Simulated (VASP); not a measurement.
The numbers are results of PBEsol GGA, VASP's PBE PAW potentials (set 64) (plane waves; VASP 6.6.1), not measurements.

Input for VASP

### KPOINTS
```
Regular mesh
0
G
 10 10 10
```

### INCAR
```
IBRION=2   ! conjugate gradients
LASPH=.True.   ! aspherical one-centre terms
SYSTEM=LiCl
ALGO=Normal
PREC=Accurate
GGA=PS   ! PBEsol
EDIFF=1E-6
LWAVE=.False.
ISMEAR=0   ! Gaussian
ENCUT=620
EDIFFG=-0.02
LCHARG=.False.
ISIF=3
NELM=100
NSW=40
LREAL=.False.   ! projection in real space or not
SIGMA=0.05
PSTRESS=450   ! kbar
```

POSCAR:
```
LiCl
1
    0.0000000000     2.2329223221     2.2329223221
    2.2329223221     0.0000000000     2.2329223221
    2.2329223221     2.2329223221     0.0000000000
Li Cl
1 1
Direct
  0.0000000000   0.0000000000   0.0000000000
  0.5000000000   0.5000000000   0.5000000000
```

POTCAR, in this order: Li_sv Cl (PBE.64 set). Program: vasp_std.

The resulting files:

### OSZICAR
```
       N       E                     dE             d eps       ncg     rms          rms(c)
DAV:   1     0.434346744010E+02    0.43435E+02   -0.55483E+03   854   0.125E+03
DAV:   2    -0.554235941626E+01   -0.48977E+02   -0.46908E+02  1177   0.180E+02
DAV:   3    -0.697609711133E+01   -0.14337E+01   -0.14310E+01  1077   0.352E+01
DAV:   4    -0.700298811946E+01   -0.26891E-01   -0.26860E-01  1293   0.436E+00
DAV:   5    -0.700348485809E+01   -0.49674E-03   -0.49674E-03  1119   0.379E-01    0.380E+00
DAV:   6    -0.695289519933E+01    0.50590E-01   -0.93786E-02   993   0.191E+00    0.252E+00
DAV:   7    -0.694910803591E+01    0.37872E-02   -0.52794E-02  1213   0.156E+00    0.972E-01
DAV:   8    -0.695005864303E+01   -0.95061E-03   -0.60793E-03   987   0.675E-01    0.114E-01
DAV:   9    -0.695004796515E+01    0.10678E-04   -0.18034E-04  1218   0.105E-01    0.432E-02
DAV:  10    -0.695005402854E+01   -0.60634E-05   -0.31778E-05   925   0.592E-02    0.103E-02
DAV:  11    -0.695005421263E+01   -0.18409E-06   -0.29916E-06  1115   0.171E-02
   1 F= -.69612771E+00 E0= -.69612771E+00  d E =-.696128E+00
       N       E                     dE             d eps       ncg     rms          rms(c)
DAV:   1    -0.698039668375E+01   -0.30343E-01   -0.22111E+01   959   0.413E+01    0.842E+00
DAV:   2    -0.625151003704E+01    0.72889E+00   -0.16519E+00  1020   0.106E+01    0.271E+00
DAV:   3    -0.610235895777E+01    0.14915E+00   -0.51310E-01   919   0.497E+00    0.181E+00
DAV:   4    -0.609920279197E+01    0.31562E-02   -0.11844E-02  1253   0.976E-01    0.425E-01
DAV:   5    -0.609895063452E+01    0.25216E-03   -0.16976E-03  1164   0.379E-01    0.763E-02
DAV:   6    -0.609893851783E+01    0.12117E-04   -0.10945E-04  1130   0.104E-01    0.346E-02
DAV:   7    -0.609893426868E+01    0.42492E-05   -0.14397E-05  1548   0.376E-02    0.353E-03
DAV:   8    -0.609893438218E+01   -0.11351E-06   -0.12361E-06   601   0.114E-02
   2 F= -.73723378E+00 E0= -.73723378E+00  d E =-.411061E-01
       N       E                     dE             d eps       ncg     rms          rms(c)
DAV:   1    -0.666617194170E+01   -0.56724E+00   -0.36775E+00   937   0.156E+01    0.274E+00
DAV:   2    -0.653933714590E+01    0.12683E+00   -0.33838E-01  1176   0.463E+00    0.115E+00
DAV:   3    -0.651487272653E+01    0.24464E-01   -0.86111E-02   923   0.205E+00    0.638E-01
DAV:   4    -0.651427741272E+01    0.59531E-03   -0.18976E-03  1302   0.382E-01    0.189E-01
DAV:   5    -0.651423134160E+01    0.46071E-04   -0.20957E-04  1232   0.137E-01    0.301E-02
DAV:   6    -0.651423033726E+01    0.10043E-05   -0.24239E-05  1139   0.467E-02    0.769E-03
DAV:   7    -0.651423025502E+01    0.82238E-07   -0.82769E-07   697   0.102E-02
   3 F= -.79023259E+00 E0= -.79023259E+00  d E =-.941049E-01
```

### OUTCAR
```
------------------------ aborting loop because EDIFF is reached ----------------------------------------
  FORCE on cell =-STRESS in cart. coord.  units (eV):
  Direction    XX          YY          ZZ          XY          YZ          ZX
  --------------------------------------------------------------------------------------
  Total        5.7097834      5.7097834      5.7097834      0.0000000      0.0000000     -0.0000000
  in kB      448.8825222    448.8825222    448.8825222      0.0000000      0.0000000     -0.0000000
  external PRESSURE =      -1.1174778 kB  Pullay stress =     450.0000000 kB
  volume of cell :       20.38
      direct lattice vectors                 reciprocal lattice vectors
     0.000000000  2.167982840  2.167982840    -0.230629132  0.230629132  0.230629132
     2.167982840  0.000000000  2.167982840     0.230629132 -0.230629132  0.230629132
     2.167982840  2.167982840 -0.000000000     0.230629132  0.230629132 -0.230629132
  FREE ENERGIE OF THE ION-ELECTRON SYSTEM (eV)
  ---------------------------------------------------
  free  energy   TOTEN  =        -6.5142302550 eV

  energy  without entropy=       -6.5142302550  energy(sigma->0) =       -6.51423026
  enthalpy is  TOTEN    =        -0.7902325902 eV   P V=        5.7239976649

 reached required accuracy - stopping structural energy minimisation
```
(Selected blocks of OUTCAR.)

**CONTCAR**
```
LiCl
   1.00000000000000
     0.0000000000000000    2.1679828396757777    2.1679828396757777
     2.1679828396757777    0.0000000000000000    2.1679828396757777
     2.1679828396757777    2.1679828396757777   -0.0000000000000000
  Li              Cl
     1     1
Direct
     0.0000000000000000    0.0000000000000000    0.0000000000000000
     0.5000000000000000    0.5000000000000000    0.5000000000000000
```

### OUTCAR
```
 val. band max:        5.7675227842   @ k =  -0.1000   0.1000   0.0000

 cond. band min:      12.3232968972   @ k =   0.5000   0.5000   0.0000


 Fermi energy:         6.0972591330

 k-point     1 :       0.0000    0.0000    0.0000
  band No.  band energies     occupation
      1     -37.0846      2.00000
      2     -10.3286      2.00000
      3       5.7495      2.00000
      4       5.7495      2.00000
      5       5.7495      2.00000
      6      16.1426      0.00000
      7      17.5133      0.00000
      8      17.5133      0.00000
      9      17.5133      0.00000

 k-point     2 :       0.1000    0.0000    0.0000
  band No.  band energies     occupation
      1     -37.0814      2.00000
      2     -10.2148      2.00000
      3       5.0771      2.00000
      4       5.6812      2.00000
      5       5.6812      2.00000
      6      16.0516      0.00000
      7      17.4082      0.00000
      8      17.6999      0.00000
      9      17.6999      0.00000

 k-point     3 :       0.2000    0.0000    0.0000
  band No.  band energies     occupation
      1     -37.0724      2.00000
      2      -9.8920      2.00000
      3       3.5395      2.00000
      4       5.5164      2.00000
      5       5.5164      2.00000
      6      14.7894      0.00000
      7      17.0900      0.00000
      8      17.0900      0.00000
      9      18.8711      0.00000

 k-point     4 :       0.3000    0.0000    0.0000
  band No.  band energies     occupation
      1     -37.0610      2.00000
      2      -9.4315      2.00000
      3       1.8736      2.00000
      4       5.3371      2.00000
      5       5.3371      2.00000
      6      13.6286      0.00000
      7      15.8517      0.00000
      8      15.8517      0.00000
      9      20.9421      0.00000

 k-point     5 :       0.4000    0.0000    0.0000
  band No.  band energies     occupation
      1     -37.0520      2.00000
      2      -8.9885      2.00000
      3       0.6017      2.00000
...
```

Energy and stress use the plane-wave basis of the starting cell.

The compound is LiCl in the rock salt structure. This run relaxes it under an external pressure of 45 GPa. Symmetry was kept, so distortions that lower it aren't found.
